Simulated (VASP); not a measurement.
Given:

```xyz
5
Lattice="3.9252 0.0000 0.0000 0.0000 3.9252 0.0000 0.0000 0.0000 3.9252" Properties=species:S:1:pos:R:3 pbc="T T T"
Ba     0.0000     0.0000     0.0000
Ti     1.9626     1.9626     1.9626
O      1.9626     0.0000     1.9626
O      0.0000     1.9626     1.9626
O      1.9626     1.9626     0.0000
```

The numbers are results of optB86b-vdW, VASP's PBE PAW potentials (set 64) (plane waves; VASP 6.6.1), not measurements. Run with 520 eV cut-off, 6×6×6 Γ-centred mesh, Gaussian smearing of 0.050 eV, potentials Ba_sv Ti_sv O.

### Question
Give the stress tensor in GPa (positive for a compressed cell).

### Answer

```
12.37   0.00   0.00
 0.00  12.37   0.00
 0.00   0.00  12.37
```
The pressure is its mean diagonal, 12.37 GPa.

The compound is BaTiO3 in the cubic perovskite structure, the ideal cubic form; the compound distorts at low or room temperature. This cell is one point of a volume scan, at 0.94 of the reference volume.
